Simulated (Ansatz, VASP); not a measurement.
One calculation of Ge3W2, two programs

```
CELL_PARAMETERS angstrom
3.55922 0.00000 0.00000
0.00000 3.55922 0.00000
0.00000 0.00000 7.32673
ATOMIC_POSITIONS crystal
Ge 0.50000 0.00000 0.96876
Ge 0.00000 0.50000 0.96876
Ge 0.00000 0.00000 0.37336
W 0.00000 0.00000 0.71734
W 0.50000 0.50000 0.24177
```

Change from the starting cell: species swapped into the Cu3Te2 type (P4mm, No. 99).

Alike in both runs: functional PBE; k mesh 4 × 4 × 4; occupations gaussian, width 0.1 eV; no spin polarisation.

Ansatz relaxed the structure, and its values are those at the end. VASP's run is a single point on that final structure, the one shown.

|  | VASP | Ansatz |
| --- | --- | --- |
| version | VASP 6.6.1 | Ansatz 0.2.0 |
| potentials or method | VASP PAW PBE potentials, release 64 (Ge_d, W_sv) | scalar-relativistic, plane waves, PAW |
| plane-wave cutoff (eV) | 520 | 420 |
| valence electrons in the cell | 70 | 70 |

```csv
,VASP,Ansatz,Ansatz less VASP
gap on the k mesh at the Fermi level (eV),none,none,-
pressure (GPa),0.1,0.0,-0.15
rms of the force components (eV/Å),0.004,0.002,-0.0017
```

A gap of «none» marks a metal or a gap that the smearing closes. The functional is the same, so the differences come from potentials, cutoffs and numerics.

Caveats: the k mesh is coarse (spacing up to 0.44 Å⁻¹), so the values aren't converged. The runs have no spin-orbit coupling, so splittings on W are missing.
